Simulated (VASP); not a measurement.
HfZrSe3:

```
Zr Hf Se
1.0
     6.66361    0.00000    0.00000
    -3.33181    5.77086    0.00000
     0.00000    0.00000    5.62841
Zr Hf Se
2 2 6
Cartesian
  0.0000 0.0000 2.8142
  0.0000 0.0000 0.0000
  3.3318 1.9236 1.4071
  0.0000 3.8472 4.2213
  3.3318 3.9558 4.2213
  -1.7599 4.8633 1.4071
  1.7599 4.8633 1.4071
  1.5719 0.9075 4.2213
  0.0000 1.8151 1.4071
  5.0917 0.9075 4.2213
```

The cell was built by a generator and needn't be a form met in nature.

| Item | Value |
| --- | --- |
| Program | VASP 6.6.1 |
| Task | relaxation of cell and atoms |
| Functional | PBE |
| Potentials or basis | VASP PAW PBE potentials, release 64 (Zr_sv, Hf_pv, Se) |
| Cutoff | 520 eV |
| k mesh | 3 × 3 × 3 |
| Occupations | gaussian, width 0.15 eV |
| Spin | no spin polarisation |

At the start: pressure 36.4 GPa; volume 21.64 Å³/atom.

Q: Where does the relaxation end?

A: Over 14 steps the energy falls by 1195.2 meV/atom and the volume is 22.90 Å³/atom (+5.8 %); space group P6_3/mmc (No. 194, to 0.05 Å).

Step by step:
| step | energy change (eV) | largest force (eV/Å) | pressure (GPa) | volume (Å³) |
| --- | --- | --- | --- | --- |
| 1 | 0.0000 | 10.5642 | 36.40 | 216.44 |
| 2 | 4.0631 | 2.2943 | -11.47 | 409.51 |
| 3 | -10.5782 | 0.2700 | -5.64 | 276.90 |
| 4 | -10.7000 | 0.6485 | -4.22 | 271.55 |
| 5 | -10.7305 | 1.0984 | -2.62 | 266.37 |
| 6 | -10.7318 | 1.0151 | -2.88 | 267.44 |
| 7 | -11.2099 | 0.8736 | -1.81 | 253.81 |
| 8 | -11.5514 | 0.4873 | 0.98 | 234.84 |
| 9 | -11.7461 | 0.2441 | -0.87 | 234.28 |
| 10 | -11.7661 | 0.4624 | -1.28 | 234.05 |
| 11 | -11.9244 | 0.2911 | 0.04 | 228.30 |
| 12 | -11.9360 | 0.2415 | 0.54 | 226.68 |
| 13 | -11.9363 | 0.2308 | 0.61 | 226.45 |
| 14 | -11.9516 | 0.0716 | 0.05 | 229.04 |

Final structure:
```xyz
10
Lattice="6.9782 0.0000 0.0000 -3.4891 6.0433 0.0000 0.0000 0.0000 5.4311" Properties=species:S:1:pos:R:3 pbc="T T T"
Zr    0.0000    0.0000    2.7155
Zr    0.0000    0.0000    0.0000
Hf    3.4891    2.0144    1.3578
Hf    0.0000    4.0289    4.0733
Se    3.4891    3.7242    4.0733
Se   -1.4807    4.8837    1.3578
Se    1.4807    4.8837    1.3578
Se    2.0084    1.1596    4.0733
Se    0.0000    2.3191    1.3578
Se    4.9698    1.1596    4.0733
```

Caveat: the k mesh is coarse (spacing up to 0.37 Å⁻¹), so the values aren't converged.
